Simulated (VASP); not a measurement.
Input for VASP

File KPOINTS:
```
Regular mesh
0
gamma
  7 7 4
```

### INCAR
```
# general
SYSTEM =CdS
PREC   =Accurate
ENCUT  =400
LREAL  =F
LASPH  =T

# electronic loop
EDIFF  =1E-6
NELM   =100
ALGO   =Normal
LMAXMIX=4

# smearing
ISMEAR =1
SIGMA  =0.1

# functional
GGA    =PE

# ions
ISIF   =2

# output
LWAVE  =F
LCHARG =F
```

**POSCAR**
```
CdS
6.720
  0.3080357143  -0.5335334821   0.0000000000
  0.3080357143   0.5335334821   0.0000000000
  0.0000000000   0.0000000000   1.0000000000
Cd S
2 2
Cartesian
  0.3080357143  -0.1778448497   0.5000000000
  0.3080357143   0.1778448497   0.0000000000
  0.3080357143  -0.1778448497   0.8770000000
  0.3080357143   0.1778448497   0.3770000000
```

POTCAR, in this order: Cd S (PBE.64 set). Program: vasp_std.

### Question
Translate this PBE calculation to Ansatz.

### Answer
One equivalent input (not run):
Ansatz 0.2 input:
```yaml
crystal:
  lattice:
    - [2.0700000, -3.5853450, 0.0000000]
    - [2.0700000, 3.5853450, 0.0000000]
    - [0.0000000, 0.0000000, 6.7200000]
  atoms:
    - { symbol: Cd, position: [0.6666670, 0.3333330, 0.5000000] }
    - { symbol: Cd, position: [0.3333330, 0.6666670, 0.0000000] }
    - { symbol: S, position: [0.6666670, 0.3333330, 0.8770000] }
    - { symbol: S, position: [0.3333330, 0.6666670, 0.3770000] }
kpoints:
  mp_grid: { grid: [7, 7, 4] }
hamiltonian:
  xc: pbe
  pseudopotentials: { kind: paw }
scf:
  occupations: { method: methfessel_paxton, width: 0.1 }
  max_iter: 100
output: { forces: true, stress: true, eigenvalues: true }
```
What does not carry over: each code has its own PAW files, so the cut-off isn't converted (ENCUT is set for VASP's; basis.ecutwfc is left out, and Ansatz then takes the one that its files recommend); Ansatz stops its SCF on the density residual and VASP on the energy change (EDIFF).

The compound is CdS in the wurtzite structure. The cell was not relaxed at this level. The run is one of a series of settings (ISMEAR = 1, SIGMA = 0.1 against the base run), some of them coarse on purpose.
